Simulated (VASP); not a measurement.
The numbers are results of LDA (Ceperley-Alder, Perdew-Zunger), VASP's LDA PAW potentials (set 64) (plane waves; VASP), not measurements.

The input files of a VASP run:

### INCAR
```
SYSTEM = TiB2
PREC = Accurate
ENCUT = 620
EDIFF = 1E-6
NELM = 100
ALGO = Normal
LREAL = .FALSE.
LASPH = .TRUE.
ISMEAR = 1
SIGMA = 0.1
LMAXMIX = 4
LWAVE = .FALSE.
LCHARG = .FALSE.
IBRION = 2
ISIF = 3
NSW = 40
EDIFFG = -0.02
PSTRESS = 50
```

### KPOINTS
```
Automatic mesh
0
G
  12 12 10
```

POSCAR:
```
TiB2
1
    1.4979666555    -2.5945543809     0.0000000000
    1.4979666555     2.5945543809     0.0000000000
    0.0000000000     0.0000000000     3.1632563632
Ti B
1 2
Direct
  0.0000000000   0.0000000000   0.0000000000
  0.3333330000   0.6666670000   0.5000000000
  0.6666670000   0.3333330000   0.5000000000
```

POTCAR, in this order: Ti_sv B (LDA.64 set). Program: vasp_std.

Output of the run:

**OSZICAR**
```
       N       E                     dE             d eps       ncg     rms          rms(c)
DAV:   1     0.138710457819E+03    0.13871E+03   -0.10441E+04  2964   0.181E+03
DAV:   2    -0.215219406447E+02   -0.16023E+03   -0.15611E+03  3014   0.425E+02
DAV:   3    -0.318147679402E+02   -0.10293E+02   -0.10109E+02  4297   0.100E+02
DAV:   4    -0.322133479484E+02   -0.39858E+00   -0.39669E+00  3907   0.178E+01
DAV:   5    -0.322220486633E+02   -0.87007E-02   -0.87003E-02  4291   0.245E+00    0.173E+01
DAV:   6    -0.268990289969E+02    0.53230E+01   -0.26582E+01  3909   0.613E+01    0.386E+00
DAV:   7    -0.269249514812E+02   -0.25922E-01   -0.17425E+00  3332   0.161E+01    0.349E+00
DAV:   8    -0.269284512924E+02   -0.34998E-02   -0.15528E-01  4351   0.356E+00    0.748E-01
DAV:   9    -0.269238483605E+02    0.46029E-02   -0.60512E-02  3976   0.344E+00    0.299E-01
DAV:  10    -0.269230853657E+02    0.76299E-03   -0.59097E-03  3756   0.109E+00    0.733E-02
DAV:  11    -0.269230621370E+02    0.23229E-04   -0.23583E-04  4154   0.189E-01    0.587E-02
DAV:  12    -0.269230435062E+02    0.18631E-04   -0.12577E-04  3839   0.150E-01    0.116E-02
DAV:  13    -0.269230422212E+02    0.12851E-05   -0.15579E-05  3796   0.543E-02    0.358E-03
DAV:  14    -0.269230420741E+02    0.14710E-06   -0.43172E-07  1667   0.937E-03
   1 F= -.26155700E+02 E0= -.26155454E+02  d E =-.261557E+02
       N       E                     dE             d eps       ncg     rms          rms(c)
DAV:   1    -0.271675970708E+02   -0.24455E+00   -0.60686E+00  3179   0.383E+01    0.501E+00
DAV:   2    -0.269052744741E+02    0.26232E+00   -0.13339E+00  3734   0.176E+01    0.941E-01
DAV:   3    -0.268846859789E+02    0.20588E-01   -0.93780E-02  3750   0.351E+00    0.370E-01
DAV:   4    -0.268869616973E+02   -0.22757E-02   -0.36863E-02  3832   0.150E+00    0.260E-01
DAV:   5    -0.268910243058E+02   -0.40626E-02   -0.59405E-03  4250   0.684E-01    0.470E-02
DAV:   6    -0.268916697302E+02   -0.64542E-03   -0.20135E-03  4058   0.259E-01    0.512E-02
DAV:   7    -0.268917600796E+02   -0.90349E-04   -0.30697E-04  4018   0.172E-01    0.380E-02
DAV:   8    -0.268917596110E+02    0.46858E-06   -0.51634E-05  3269   0.980E-02    0.861E-03
DAV:   9    -0.268917622765E+02   -0.26655E-05   -0.51685E-06  3185   0.238E-02    0.348E-03
DAV:  10    -0.268917623015E+02   -0.25014E-07   -0.58265E-07  1727   0.680E-03
   2 F= -.26153234E+02 E0= -.26152992E+02  d E =0.246634E-02
       N       E                     dE             d eps       ncg     rms          rms(c)
DAV:   1    -0.269996007195E+02   -0.10784E+00   -0.17780E+00  3209   0.212E+01    0.283E+00
DAV:   2    -0.269224091808E+02    0.77192E-01   -0.49305E-01  3566   0.103E+01    0.543E-01
DAV:   3    -0.269141162240E+02    0.82930E-02   -0.39513E-02  3921   0.244E+00    0.181E-01
DAV:   4    -0.269150670706E+02   -0.95085E-03   -0.10134E-02  3714   0.716E-01    0.128E-01
DAV:   5    -0.269163749431E+02   -0.13079E-02   -0.19200E-03  4717   0.282E-01    0.795E-02
DAV:   6    -0.269165938986E+02   -0.21896E-03   -0.37919E-04  4016   0.152E-01    0.349E-02
DAV:   7    -0.269166108135E+02   -0.16915E-04   -0.62596E-05  4316   0.595E-02    0.269E-02
DAV:   8    -0.269166262674E+02   -0.15454E-04   -0.63969E-05  3837   0.813E-02    0.113E-02
DAV:   9    -0.269166272811E+02   -0.10137E-05   -0.83533E-06  3027   0.336E-02    0.429E-03
DAV:  10    -0.269166275720E+02   -0.29088E-06   -0.25177E-07  1535   0.645E-03
   3 F= -.26162778E+02 E0= -.26162533E+02  d E =-.707752E-02
       N       E                     dE             d eps       ncg     rms          rms(c)
DAV:   1    -0.269168372559E+02   -0.20997E-03   -0.15187E-02  3199   0.199E+00    0.125E-01
DAV:   2    -0.269166559097E+02    0.18135E-03   -0.71287E-04  2994   0.276E-01    0.695E-02
DAV:   3    -0.269165650809E+02    0.90829E-04   -0.15253E-04  3721   0.155E-01    0.947E-03
DAV:   4    -0.269165649452E+02    0.13570E-06   -0.93376E-06  3049   0.371E-02
   4 F= -.26162926E+02 E0= -.26162701E+02  d E =-.148199E-03
```

OUTCAR:
```
------------------------ aborting loop because EDIFF is reached ----------------------------------------
  FORCE on cell =-STRESS in cart. coord.  units (eV):
  Direction    XX          YY          ZZ          XY          YZ          ZX
  --------------------------------------------------------------------------------------
  Total        0.7537063      0.7537063      0.7353386      0.0000000      0.0000000      0.0000000
  in kB       50.0044809     50.0044819     48.7858840      0.0000000      0.0000000      0.0000000
  external PRESSURE =      -0.4017178 kB  Pullay stress =      50.0000000 kB
  volume of cell :       24.15
      direct lattice vectors                 reciprocal lattice vectors
     1.490282733 -2.581245436  0.000000000     0.335506806 -0.193704943  0.000000000
     1.490282733  2.581245436 -0.000000000     0.335506806  0.193704943  0.000000000
    -0.000000000  0.000000000  3.138888014    -0.000000000  0.000000000  0.318584160
 POSITION                                       TOTAL-FORCE (eV/Angst)
 -----------------------------------------------------------------------------------
     -0.00000      0.00000      3.13889        -0.000000     -0.000000     -0.000000
      1.49028      0.86042      1.56944         0.000000     -0.000000     -0.000000
      1.49028     -0.86042      1.56944        -0.000000      0.000000      0.000000
 -----------------------------------------------------------------------------------
    total drift:                                0.000000      0.000000      0.000000
  FREE ENERGIE OF THE ION-ELECTRON SYSTEM (eV)
  ---------------------------------------------------
  free  energy   TOTEN  =       -26.9165649452 eV

  energy  without entropy=      -26.9158905838  energy(sigma->0) =      -26.91634016
  enthalpy is  TOTEN    =       -26.1629262138 eV   P V=        0.7536387314

 reached required accuracy - stopping structural energy minimisation
```
(Selected blocks of OUTCAR.)

CONTCAR:
```
TiB2
   1.00000000000000
     1.4902827325623031   -2.5812454364249056    0.0000000000000000
     1.4902827325623031    2.5812454364249056   -0.0000000000000000
    -0.0000000000000000    0.0000000000000000    3.1388880136900355
  Ti              B
     1     2
Direct
     0.0000000000000000    0.0000000000000000    1.0000000000000000
     0.3333330000000032    0.6666669999999968    0.5000000000000000
     0.6666669999999968    0.3333330000000032    0.5000000000000000
```

The compound is TiB2 in the AlB2 type structure. This run relaxes it under an external pressure of 5 GPa. Symmetry was kept, so distortions that lower it aren't found.
